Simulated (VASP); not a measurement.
```yaml
crystal:
  lattice:
    - [1.67608, -5.31368, 0.00000]
    - [1.67608, 5.31368, 0.00000]
    - [0.00000, 0.00000, 4.46358]
  atoms:
    - { symbol: P, position: [0.10170, 0.89830, 0.91940] }
    - { symbol: P, position: [0.39830, 0.60170, 0.41940] }
    - { symbol: P, position: [0.60170, 0.39830, 0.58060] }
    - { symbol: P, position: [0.90803, 0.11143, 0.08060] }
```

Calculation: PBE GGA, VASP's PBE PAW potentials (set 64) (plane waves; VASP). Settings: 400 eV cut-off, 5×5×4 Γ-centred mesh, Gaussian smearing of 0.050 eV, potentials P.

Problem. Which forces act on the atoms, in eV/Å?

Solution. 
| atom | Fx | Fy | Fz |
|---|---|---|---|
| P1 | 0.037 | 0.238 | -0.226 |
| P2 | 0.260 | -0.238 | -0.213 |
| P3 | 0.027 | 0.237 | 0.227 |
| P4 | -0.324 | -0.237 | 0.213 |

Problem. Give the stress tensor in GPa (positive for a compressed cell).

Solution. 
```
-1.09  -0.27   0.69
-0.27  -0.83   0.00
 0.69   0.00  -1.99
```
The pressure is its mean diagonal, -1.30 GPa.

The compound is P in the black structure. The cell was not relaxed at this level, atoms are displaced from their ideal sites. The run is one of a series of settings (KPOINTS 5×5×4 Γ-centred mesh against the base run), some of them coarse on purpose.
